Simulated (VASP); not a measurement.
Method: LDA (Ceperley-Alder, Perdew-Zunger), VASP's LDA PAW potentials (set 64) (plane waves; VASP 6.6.1).

A VASP calculation is set up with these files.

### INCAR
```
# general
SYSTEM = C
PREC   = Accurate
ENCUT  = 400
LREAL  = .False.
LASPH  = .True.   # aspherical one-centre terms

# electronic loop
EDIFF  = 1E-6   # SCF stop (eV)
NELM   = 100   # most electronic steps
ALGO   = Normal   # blocked Davidson

# smearing
ISMEAR = -1
SIGMA  = 0.1

# ions
ISIF   = 2   # forces and stress, cell fixed

# output
LWAVE  = .False.
LCHARG = .False.
```

File POSCAR:
```
C
1.0
  1.2331900000   0.7119830000   8.2826170000
 -1.2331900000   0.7119830000   8.2826170000
  0.0000000000  -1.4239650000   8.2826170000
C
4
Cart
 -0.0000000000   0.0000009128  22.6818638283
  0.0000000000   0.0000000872   2.1659871717
  0.0000000000   0.0000002462   6.1163730672
  0.0000000000   0.0000007538  18.7314779328
```

**KPOINTS**
```
Automatic mesh
0
Gamma
8 8 8
0 0 0
```

POTCAR, in this order: C (LDA.64 set). Program: vasp_std.

Output of the run:

File OSZICAR:
```
       N       E                     dE             d eps       ncg     rms          rms(c)
DAV:   1     0.433272482776E+02    0.43327E+02   -0.70517E+03  1592   0.978E+02
DAV:   2    -0.390563039649E+02   -0.82384E+02   -0.76460E+02  2116   0.215E+02
DAV:   3    -0.431316047251E+02   -0.40753E+01   -0.40468E+01  1972   0.498E+01
DAV:   4    -0.431956525376E+02   -0.64048E-01   -0.63964E-01  1936   0.710E+00
DAV:   5    -0.431974077266E+02   -0.17552E-02   -0.17533E-02  1952   0.114E+00    0.919E+00
DAV:   6    -0.411019069925E+02    0.20955E+01   -0.20728E+00  1852   0.983E+00    0.529E+00
DAV:   7    -0.404046231849E+02    0.69728E+00   -0.23903E+00  1832   0.106E+01    0.139E+00
DAV:   8    -0.404079299924E+02   -0.33068E-02   -0.86185E-02  1756   0.209E+00    0.193E-01
DAV:   9    -0.404071450001E+02    0.78499E-03   -0.23750E-03  1968   0.389E-01    0.105E-01
DAV:  10    -0.404071992310E+02   -0.54231E-04   -0.57677E-04  1868   0.158E-01    0.590E-02
DAV:  11    -0.404071958854E+02    0.33456E-05   -0.29096E-05  1996   0.399E-02    0.971E-03
DAV:  12    -0.404071972551E+02   -0.13697E-05   -0.23200E-06  1964   0.119E-02    0.362E-03
DAV:  13    -0.404071972313E+02    0.23811E-07   -0.24326E-07  1360   0.423E-03
   1 F= -.40407197E+02 E0= -.40407157E+02  d E =-.803805E-04
```

OUTCAR:
```
------------------------ aborting loop because EDIFF is reached ----------------------------------------
  FORCE on cell =-STRESS in cart. coord.  units (eV):
  Direction    XX          YY          ZZ          XY          YZ          ZX
  --------------------------------------------------------------------------------------
  Total       -2.5258783     -2.5258789     -0.7471800      0.0000000     -0.0000000      0.0000000
  in kB      -92.7480428    -92.7480658    -27.4357954      0.0000000     -0.0000011      0.0000000
  external PRESSURE =     -70.9773014 kB  Pullay stress =       0.0000000 kB
  volume of cell :       43.63
      direct lattice vectors                 reciprocal lattice vectors
     1.233190000  0.711983000  8.282617000     0.405452526  0.234088096  0.040244920
    -1.233190000  0.711983000  8.282617000    -0.405452526  0.234088096  0.040244920
     0.000000000 -1.423965000  8.282617000     0.000000000 -0.468176192  0.040244948
 POSITION                                       TOTAL-FORCE (eV/Angst)
 -----------------------------------------------------------------------------------
      0.00000      0.00000     22.68186         0.000000     -0.000000     -0.004809
      0.00000      0.00000      2.16599         0.000000      0.000000      0.004809
      0.00000      0.00000      6.11637         0.000000      0.000000      0.003398
      0.00000      0.00000     18.73148         0.000000     -0.000000     -0.003398
 -----------------------------------------------------------------------------------
    total drift:                               -0.000000     -0.000000      0.000000
  FREE ENERGIE OF THE ION-ELECTRON SYSTEM (eV)
  ---------------------------------------------------
  free  energy   TOTEN  =       -40.4071972313 eV

  energy  without entropy=      -40.4071168508  energy(sigma->0) =      -40.40715704
```
(Selected blocks of OUTCAR.)

At this cut-off the stress carries a Pulay error, which pulls relaxed volumes low.

The structure comes from a computed database's C entry; how it stands against other phases isn't given here. The cell was not relaxed at this level.
